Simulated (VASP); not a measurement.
These are LDA (Ceperley-Alder, Perdew-Zunger), VASP's LDA PAW potentials (set 64) (plane waves; VASP) values and carry that method's errors.

Input for VASP

**INCAR**
```
SYSTEM = ScIn2
PREC = Accurate
ENCUT = 300
EDIFF = 1E-6
NELM = 100
ALGO = Normal
LREAL = .FALSE.
LASPH = .TRUE.
ISMEAR = 0
SIGMA = 0.272
LMAXMIX = 4
LWAVE = .FALSE.
LCHARG = .FALSE.
ISIF = 2
```

File KPOINTS:
```
Regular mesh
0
G
4 4 4
```

File POSCAR:
```
ScIn2
1
    2.2341000000    -6.8285900000     0.0000000000
    2.2341000000     6.8285900000     0.0000000000
    0.0000000000     0.0000000000     4.4588900000
Sc In
2 4
Direct
  0.8435700000   0.1564300000   0.5000000000
  0.1564300000   0.8435700000   0.5000000000
  0.6760800000   0.3239200000   0.0000000000
  0.3239200000   0.6760800000   0.0000000000
  0.5000000000   0.5000000000   0.5000000000
  0.0000000000   0.0000000000   0.0000000000
```

POTCAR, in this order: Sc_sv In_d (LDA.64 set). Program: vasp_std.

The resulting files:

### OSZICAR
```
       N       E                     dE             d eps       ncg     rms          rms(c)
DAV:   1     0.863610745439E+03    0.86361E+03   -0.25549E+04  1872   0.157E+03
DAV:   2     0.701135801880E+02   -0.79350E+03   -0.78745E+03  2088   0.606E+02
DAV:   3    -0.269332241810E+02   -0.97047E+02   -0.95643E+02  2624   0.257E+02
DAV:   4    -0.312988044154E+02   -0.43656E+01   -0.42998E+01  2832   0.535E+01
DAV:   5    -0.314702241980E+02   -0.17142E+00   -0.17110E+00  3264   0.983E+00    0.117E+01
DAV:   6    -0.292631705409E+02    0.22071E+01   -0.10284E+01  2604   0.198E+01    0.373E+00
DAV:   7    -0.291043383467E+02    0.15883E+00   -0.77242E-01  2608   0.725E+00    0.211E+00
DAV:   8    -0.290605414925E+02    0.43797E-01   -0.14016E-01  2624   0.301E+00    0.595E-01
DAV:   9    -0.290564564122E+02    0.40851E-02   -0.16415E-02  2504   0.141E+00    0.356E-01
DAV:  10    -0.290562925227E+02    0.16389E-03   -0.18204E-03  3008   0.482E-01    0.270E-01
DAV:  11    -0.290562100251E+02    0.82498E-04   -0.38262E-04  3136   0.307E-01    0.392E-02
DAV:  12    -0.290561993541E+02    0.10671E-04   -0.83150E-05  2780   0.177E-01    0.171E-02
DAV:  13    -0.290562012582E+02   -0.19041E-05   -0.35734E-05  2648   0.496E-02    0.148E-02
DAV:  14    -0.290562013769E+02   -0.11870E-06   -0.26242E-06  1692   0.175E-02
   1 F= -.29056201E+02 E0= -.28995111E+02  d E =-.122181E+00
```

OUTCAR:
```
------------------------ aborting loop because EDIFF is reached ----------------------------------------
  FORCE on cell =-STRESS in cart. coord.  units (eV):
  Direction    XX          YY          ZZ          XY          YZ          ZX
  --------------------------------------------------------------------------------------
  Total       -4.5530725     -4.6074552     -3.9682073      0.0000000      0.0000000      0.0000000
  in kB      -53.6197455    -54.2601895    -46.7320182      0.0000000      0.0000000      0.0000000
  external PRESSURE =     -51.5373177 kB  Pullay stress =       0.0000000 kB
  volume of cell :      136.05
      direct lattice vectors                 reciprocal lattice vectors
     2.234100000 -6.828590000  0.000000000     0.223803769 -0.073221558  0.000000000
     2.234100000  6.828590000  0.000000000     0.223803769  0.073221558  0.000000000
     0.000000000  0.000000000  4.458890000     0.000000000  0.000000000  0.224271063
 POSITION                                       TOTAL-FORCE (eV/Angst)
 -----------------------------------------------------------------------------------
      2.23410     -4.69220      2.22945         0.000000     -0.059913     -0.000000
      2.23410      4.69220      2.22945         0.000000      0.059913     -0.000000
      2.23410     -2.40476      0.00000         0.000000     -0.062086      0.000000
      2.23410      2.40476      0.00000         0.000000      0.062086     -0.000000
      2.23410      0.00000      2.22945         0.000000     -0.000000     -0.000000
      0.00000      0.00000      0.00000         0.000000      0.000000     -0.000000
 -----------------------------------------------------------------------------------
    total drift:                               -0.000000     -0.000000      0.000000
  FREE ENERGIE OF THE ION-ELECTRON SYSTEM (eV)
  ---------------------------------------------------
  free  energy   TOTEN  =       -29.0562013769 eV

  energy  without entropy=      -28.9340205555  energy(sigma->0) =      -28.99511097
```
(Selected blocks of OUTCAR.)

At this cut-off the stress carries a Pulay error, which pulls relaxed volumes low.

The structure comes from a computed database's ScIn2 entry; how it stands against other phases isn't given here. The cell was not relaxed at this level. The k-mesh is coarse (spacing up to 0.37 per Å, 2π included), so the numbers may not be converged in it. The run is one of a series of settings (GGA removed, POTCAR Sc_sv In_d (LDA.64 set) against the base run), some of them coarse on purpose.
